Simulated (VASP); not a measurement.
TiB2: relaxation of cell and atoms with PBE

Crystal: TiB2.

```
Ti B
1.0
     3.02920    0.00000    0.00000
    -1.51460    2.62336    0.00000
     0.00000    0.00000    3.22840
Ti B
1 2
Direct
  0.00000 0.00000 0.00000
  0.33333 0.66667 0.50000
  0.66667 0.33333 0.50000
```

```
Program                : VASP 6.6.1
Task                   : relaxation of cell and atoms
Functional             : PBE
Potentials or basis    : VASP PAW PBE potentials, release 64 (Ti_sv, B)
Cutoff                 : 520 eV
k mesh                 : 6 × 6 × 4
Occupations            : gaussian, width 0.1 eV
Spin                   : no spin polarisation
Further INCAR settings : ALGO = Normal; EDIFF = 1e-07; IBRION = 2; EDIFFG = -0.002; NSW = 80; ISIF = 3
```

```
Relaxed volume                         : 8.55 Å³/atom
Relaxed cell                           : a = 3.043 Å, b = 3.043 Å, c = 3.200 Å, α = 90.00°, β = 90.00°, γ = 120.00°
Space group after relaxing (to 0.05 Å) : P6/mmm (No. 191)
Energy gained by relaxing              : 1.3 meV/atom
Ionic steps                            : 7
Pressure after relaxing                : 0.0 GPa
Band gap on the k mesh                 : none (metal or under the smearing width)
```

Step by step:
| step | energy change (eV) | largest force (eV/Å) | pressure (GPa) | volume (Å³) |
| --- | --- | --- | --- | --- |
| 1 | 0.0000 | 0.0000 | 0.63 | 25.66 |
| 2 | -0.0035 | 0.0000 | -1.12 | 25.78 |
| 3 | -0.0035 | 0.0000 | -0.94 | 25.76 |
| 4 | -0.0037 | 0.0000 | 0.57 | 25.60 |
| 5 | -0.0039 | 0.0000 | -0.01 | 25.66 |
| 6 | -0.0039 | 0.0000 | -0.03 | 25.67 |
| 7 | -0.0039 | 0.0000 | -0.01 | 25.66 |

Final structure:
```
CELL_PARAMETERS angstrom
3.04315 0.00000 0.00000
-1.52158 2.63545 0.00000
0.00000 0.00000 3.19991
ATOMIC_POSITIONS crystal
Ti 0.00000 0.00000 0.00000
B 0.33333 0.66667 0.50000
B 0.66667 0.33333 0.50000
```

Levels at points of the mesh, in eV from the Fermi level:
| k point | band 7 | band 8 | band 9 | band 10 | band 11 | band 12 |
| --- | --- | --- | --- | --- | --- | --- |
| (0.00, 0.00, 0.00) | -2.60 | -2.09 | -2.00 | 1.97 | 1.97 | 3.82 |
| (0.50, 0.00, 0.00) | -3.21 | -3.04 | -2.20 | 1.43 | 2.78 | 3.26 |
| (0.00, 0.00, 0.50) | -0.51 | -0.51 | -0.18 | -0.18 | 0.52 | 0.52 |
| (0.50, 0.00, 0.50) | -4.60 | -3.75 | -3.08 | 2.63 | 2.98 | 4.61 |

Wall time 26 s on 1 thread of Intel(R) Xeon(R) Platinum 8259CL CPU @ 2.50GHz (Skylake/Cascade Lake), on a shared host, peak memory 0.14 GiB.

Caveat: the k mesh is coarse (spacing up to 0.49 Å⁻¹), so the values aren't converged.
